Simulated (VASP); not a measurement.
Data:

```
NbSi
1.0
    0.00000     2.54733     2.54733
    2.54733     0.00000     2.54733
    2.54733     2.54733     0.00000
Nb Si
1 1
Direct
  0.00000   0.00000   0.00000
  0.50000   0.50000   0.50000
```

Calculation: PBEsol GGA, VASP's PBE PAW potentials (set 64) (plane waves; VASP). Settings: 400 eV cut-off, Gaussian smearing of 0.050 eV, potentials Nb_sv Si.

Task: Estimate the band gap (along the path) with the smallest direct gap where there is one.

Result: 
```yaml
band gap (along the path): none (metal, semimetal or under 0.01 eV)
```

Only differences to runs with the same potentials and settings are physical.

The structure was generated: NbSi was put into the rock salt type (Fm-3m), which need not be its known phase. It was relaxed first, which changed the volume by -37 %. The electron count is odd and the run is not spin-polarised, which forces a metal.
